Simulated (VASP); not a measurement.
Here is the system:

```
CELL_PARAMETERS angstrom
      3.88265     0.00000     0.00000
      0.00000     3.88265     0.00000
      0.00000     0.00000     7.45653
ATOMIC_POSITIONS crystal
  Sn 0.00000 0.50000 0.00000
  Sn 0.50000 0.00000 0.50000
  Ge 0.00000 0.00000 0.25000
  Ge 0.00000 0.00000 0.75000
```

Level of theory: PBEsol GGA, VASP's PBE PAW potentials (set 64) (plane waves; VASP). Run with 400 eV cut-off, 9×9×5 Γ-centred mesh, tetrahedra with Blöchl corrections, potentials Sn_d Ge_d.

Unless said otherwise, spin-orbit coupling is left out, though it shifts the bands of the heavy elements here.

Question: What does the run give for the energy per atom (σ→0), band gap (on the k-mesh) with the smallest direct gap where there is one?

Answer: 
* **band gap (on the k-mesh)**: none (metal, semimetal or under 0.01 eV)
* **energy per atom (σ→0)**: -4.187 eV/atom

Only differences to runs with the same potentials and settings are physical.

The structure was generated: SnGe was put into the PtS type (P4_2/mmc), which need not be its known phase. It was relaxed first.
